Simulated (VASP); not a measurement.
Given:

```yaml
crystal:
  lattice:
    - [3.88765, 0.00000, 0.00000]
    - [0.00000, 3.88765, -0.00972]
    - [0.00000, -0.00747, 2.98700]
  atoms:
    - { symbol: Mn, position: [0.50000, 0.00000, 0.03166], spin: 3.2 }
    - { symbol: Mn, position: [0.00000, 0.50000, 0.96834], spin: 3.2 }
    - { symbol: O, position: [0.00000, 0.00000, 0.00000], spin: 0.1 }
    - { symbol: O, position: [0.50000, 0.50000, 0.00000], spin: 0.1 }
```

Computed with PBEsol GGA, VASP's PBE PAW potentials (set 64) (plane waves; VASP 6.6.1). Run with 600 eV cut-off, 8×8×10 Γ-centred mesh, first-order Methfessel-Paxton smearing of 0.10 eV, potentials Mn_pv O.

The moments were started parallel, and other spin orders were not tried in this run.

Task: Which forces act on the atoms, in eV/Å?

Result: 
```
atom     Fx      Fy      Fz
----  -----  ------  ------
Mn1   0.000   0.008  -0.072
Mn2   0.000  -0.008   0.072
O3    0.000   0.003   0.000
O4    0.000  -0.003   0.000
```

Task: Give the stress tensor in GPa (positive for a compressed cell).

Result: 
```
2.17  0.00  0.00
0.00  2.17  0.03
0.00  0.03  0.02
```
The pressure is its mean diagonal, 1.46 GPa.

The structure was generated: MnO was put into the litharge type (P4/nmm), which need not be its known phase. This cell was strained or had an atom moved on purpose.
